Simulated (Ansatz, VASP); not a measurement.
# Cross-check of C between VASP and Ansatz, part 2 of 2

Wanted: the spread between two codes on one cell, functional and k mesh. The structure shown is frame 37 of Ansatz's trajectory.

VASP 6.6.1 and Ansatz 0.2.0.

So far: The structure; Ansatz: dynamics, revPBE.

### 3. VASP: single point, revPBE

Level of this step: revPBE; plane waves and PAW (C) (VASP).

The same cell, functional, mesh and smearing now go to VASP, with its own data sets.

Lines of VASP's logs that name or quote its potential files are left out, and so is its time.

INCAR reads:

```
SYSTEM = C
PREC = Accurate
ENCUT = 520
EDIFF = 1E-06
NELM = 120
ISMEAR = 0
SIGMA = 0.05
LREAL = Auto
ALGO = Normal
GGA = RE
NBANDS = 176
LORBIT = 11
LWAVE = .FALSE.
LCHARG = .FALSE.
ISIF = 2
LASPH = .TRUE.
GGA_COMPAT = .FALSE.
EFERMI = MIDGAP
NCORE = 2
```

POSCAR reads:

```
C
1.0
    7.5903000000      0.0000000000      0.0000000000
    0.0000000000      7.5903000000      0.0000000000
    0.0000000000      0.0000000000      7.5903000000
C
64
Direct
    0.5488584114      0.1024992425      0.9392645877
    0.2916090273      0.8133538859      0.9253784435
    0.9684860941      0.1524709168      0.4443961372
    0.4069536118      0.9010579292      0.6222283704
    0.0360196567      0.5355651292      0.5763803802
    0.3676007536      0.9405557093      0.3006732277
    0.5074634731      0.5872495158      0.0354136200
    0.4046875618      0.3733976259      0.7393120167
    0.6758230900      0.4827740669      0.9945851943
    0.8777913916      0.1936023609      0.0872561032
    0.3585760774      0.0407362028      0.4622742184
    0.8438796885      0.4445674084      0.5989618329
    0.9349037587      0.9888278461      0.3467715374
    0.0711170836      0.8628776201      0.6781550136
    0.2180677971      0.8024188767      0.0945680671
    0.8392685401      0.2212429021      0.5931781353
    0.8779099640      0.7402474211      0.0728166212
    0.7536065768      0.6830560057      0.7613796556
    0.5624283625      0.2455765912      0.7696270240
    0.2452340487      0.2903837793      0.8204550545
    0.9312411894      0.9435068443      0.7603652030
    0.0361250543      0.8646825554      0.0955825198
    0.9633743067      0.7889938474      0.3621068996
    0.0541744068      0.5056717126      0.2349841245
    0.0278908607      0.5283058641      0.9049708180
    0.4691909411      0.6280779416      0.1974362015
    0.2530993505      0.9106095938      0.7508267130
    0.5540755965      0.5258421933      0.3392224286
    0.2100312241      0.3175632057      0.0198015889
    0.6153906960      0.9489084753      0.6257064938
    0.7455304797      0.8785423501      0.7671106544
    0.7035558542      0.3361922454      0.8778704399
    0.4240016864      0.3512245893      0.4124211164
    0.9524656469      0.1480178649      0.7624336324
    0.4172562349      0.6698944706      0.8934297722
    0.2558660396      0.6701843142      0.4413659539
    0.1421946432      0.4831824829      0.4182575129
    0.8383726598      0.6045610845      0.9273546500
    0.6211743936      0.1356995112      0.2761155686
    0.7745543654      0.2752065136      0.2355506370
    0.1104962913      0.4657523418      0.0710116860
    0.5087018958      0.1747361764      0.4462537713
    0.7021066361      0.9527027917      0.2836383279
    0.3594324335      0.5688312715      0.7408007589
    0.6601056612      0.9525710446      0.9531375571
    0.6305020882      0.8580293269      0.4388364096
    0.9062092407      0.6335586209      0.2502009143
    0.1778981068      0.1528002846      0.1193365216
    0.7287854235      0.8798729958      0.0970712620
    0.1535775925      0.1646706981      0.7209201217
    0.6334663979      0.1478334190      0.6101339868
    0.1316021765      0.5219688286      0.7561888199
    0.4906261940      0.1389404898      0.1172285680
    0.0100786530      0.0535947196      0.1335256841
    0.3166146266      0.7554510362      0.2597394042
    0.3995889491      0.6827925115      0.5654717205
    0.5868410998      0.6560873747      0.4780443461
    0.0631990830      0.7284033569      0.5126806582
    0.8752618474      0.2456161153      0.9055241558
    0.3310672832      0.0797596933      0.1725886987
    0.7085227198      0.5874866606      0.6224259911
    0.7460706428      0.4646588409      0.2429284745
    0.1786227158      0.1695453408      0.5124435134
    0.2525987115      0.3442551678      0.4577552929
```

KPOINTS reads:

```
Automatic mesh
0
Gamma
1 1 1
0 0 0
```

Potentials, in the order of the species: C (PBE family, release 64).

Started as:

```bash
$ mpirun -np 8 vasp_gam
```

Numbers of over 12 decimals in the logs are rounded to 6 here.

The program printed:

```text
[banner, memory and clock lines left out]
running    8 mpi-ranks, on    1 nodes
[...]
|                                                                             |
|               ----> ADVICE to this user running VASP <----                  |
|                                                                             |
|     You enforced a specific xc type in the INCAR file but a different       |
|     [... a line on the potential file left out ...]
|     I HOPE YOU KNOW WHAT YOU ARE DOING!                                     |
|                                                                             |

 LDA part: xc-table for (Slater+PW92), standard interpolation
 POSCAR, INCAR and KPOINTS ok, starting setup
[...]
entering main loop
       N       E                     dE             d eps       ncg     rms          rms(c)
DAV:   1     0.169263035107E+04    0.16926E+04   -0.15397E+05   352   0.149E+03
DAV:   2    -0.362731030971E+03   -0.20554E+04   -0.19136E+04   440   0.335E+02
DAV:   3    -0.523098378792E+03   -0.16037E+03   -0.15579E+03   440   0.884E+01
DAV:   4    -0.527173718531E+03   -0.40753E+01   -0.40341E+01   432   0.150E+01
[...]
DAV:  17    -0.504972512669E+03   -0.20041E-04   -0.52469E-05   424   0.225E-02    0.102E-02
DAV:  18    -0.504972519267E+03   -0.65981E-05   -0.18289E-05   400   0.116E-02    0.776E-03
DAV:  19    -0.504972519496E+03   -0.22859E-06   -0.20536E-06   296   0.419E-03
   1 F= -.50497252E+03 E0= -.50495028E+03  d E =-.444757E-01
```

From OUTCAR (step 3):

```text
  Total        3.4456172     -3.0565260      5.0026552     -7.4528998     15.0894967      5.4733493
  in kB       12.6241103    -11.1985515     18.3288124    -27.3060601     55.2851527     20.0533494
  external PRESSURE =       6.5847904 kB  Pullay stress =       0.0000000 kB

 POSITION                                       TOTAL-FORCE (eV/Angst)
 -----------------------------------------------------------------------------------
      4.16600      0.77800      7.12930        -0.118325      1.211005      0.072806
      2.21340      6.17360      7.02390         1.535562     -0.284733     -0.019017
      7.35110      1.15730      3.37310        -0.248775     -1.445467      0.441685
      3.08890      6.83930      4.72290        -0.424963      0.011287     -0.421944
      0.27340      4.06510      4.37490        -2.662412     -0.685367      1.313390
      2.79020      7.13910      2.28220        -1.191218     -0.165994      0.921667
      3.85180      4.45740      0.26880         1.148800     -0.714983     -3.465470
      3.07170      2.83420      5.61160        -0.308401     -1.662281      1.701889
      5.12970      3.66440      7.54920         1.433933      1.039279      1.595335
      6.66270      1.46950      0.66230         0.439721      0.040714     -1.878167
      2.72170      0.30920      3.50880        -1.540509     -1.933697      3.049966
      6.40530      3.37440      4.54630         0.055235     -1.135030     -0.857603
      7.09620      7.50550      2.63210        -1.876633     -0.313388     -2.158887
      0.53980      6.54950      5.14740         0.930064     -1.188340     -1.219856
[...]
-----------------------------------------------------------------------------------
    total drift:                                0.045107      0.013473      0.016421

  FREE ENERGIE OF THE ION-ELECTRON SYSTEM (eV)
  ---------------------------------------------------
  free  energy   TOTEN  =      -504.9725194956 eV

  energy  without entropy=     -504.9280437677  energy(sigma->0) =     -504.95028163

[... 2 further parts left out ...]
```

The run ends at a pressure of 0.66 GPa, with forces up to 4.8 eV/Å.

### 4. Comparison

Known differences besides the potentials themselves: the cutoff is 420 eV in Ansatz and 520 eV in VASP (PREC = Accurate, projectors in real space); Ansatz makes its cores anew for this functional, VASP keeps those of its PBE data sets. Total energies have different zeros and are not compared.

Forces on 9 of the 64 atoms, those with the largest forces and the largest differences (eV/Å; atoms numbered as in POSCAR):

```
atom         Ansatz x, y, z           VASP x, y, z
  C1   -0.104, 1.180, 0.120   -0.118, 1.211, 0.073
 C11  -1.509, -1.943, 3.021  -1.541, -1.934, 3.050
 C26   -1.652, 0.405, 3.322   -1.667, 0.429, 3.343
 C28  1.416, -2.286, -2.085  1.417, -2.342, -2.081
 C33    3.637, 0.677, 0.092    3.684, 0.698, 0.070
 C36  -3.461, 0.287, -3.196  -3.483, 0.281, -3.220
 C45   0.892, 0.274, -4.142   0.893, 0.271, -4.172
 C58    1.083, 1.791, 3.562    1.093, 1.809, 3.592
 C59   -1.663, 0.425, 4.356   -1.650, 0.433, 4.338
```

The forces differ by 19 meV/Å r.m.s., which is 1.2 % of the r.m.s. force of 1.500 eV/Å (both taken over all components).

### 5. Summary of results

```yaml
r_m_s_force_difference_single_point_revpbe: 1.2 % of the r.m.s. force
```

**Reading.** The r.m.s. force difference is 1.2 % of the r.m.s. force (single point, revPBE), within the 3 % picked in this series as the mark of a large difference. 2 further runs of this series are not shown here. Such differences can come from data sets, numerical settings and the points named under the comparisons, not from the functional's error against experiment.

[Lines on the potential files, build, host, timing and source positions are cut from VASP's logs without a mark.]

[Logs are printed without paths, hosts, clocks, repeated set-up lines and the standing remarks that a program may print on its own settings, such as how far it seeks lower states.]

[Hosts, paths, dates, database ids (printed as entryN), source tags and the programs' standing remarks are cut or masked in the printed files.]
